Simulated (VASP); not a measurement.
Given:

```yaml
crystal:
  lattice:
    - [0.00000, 2.20923, 2.20923]
    - [2.20923, 0.00000, 2.20923]
    - [2.20923, 2.20923, 0.00000]
  atoms:
    - { symbol: Nb, position: [0.00000, 0.00000, 0.00000] }
    - { symbol: N, position: [0.50000, 0.50000, 0.50000] }
```

Computed with PBE GGA, VASP's PBE PAW potentials (set 64) (plane waves; VASP). Settings: 600 eV cut-off, 14×14×14 Γ-centred mesh, first-order Methfessel-Paxton smearing of 0.10 eV, potentials Nb_sv N.

What does the run give for the energy per atom (σ→0), band gap (on the k-mesh) with the smallest direct gap where there is one?

```
Item                                                        Result
------------------------  ----------------------------------------
band gap (on the k-mesh)  none (metal, semimetal or under 0.01 eV)
energy per atom (σ→0)                           -990.6 kJ/mol-atom
```

Only differences to runs with the same potentials and settings are physical.

The compound is NbN in the rock salt structure, the cubic δ form, which competes with hexagonal ones. It was relaxed first. VASP warned that the highest band is occupied, so more bands are needed.
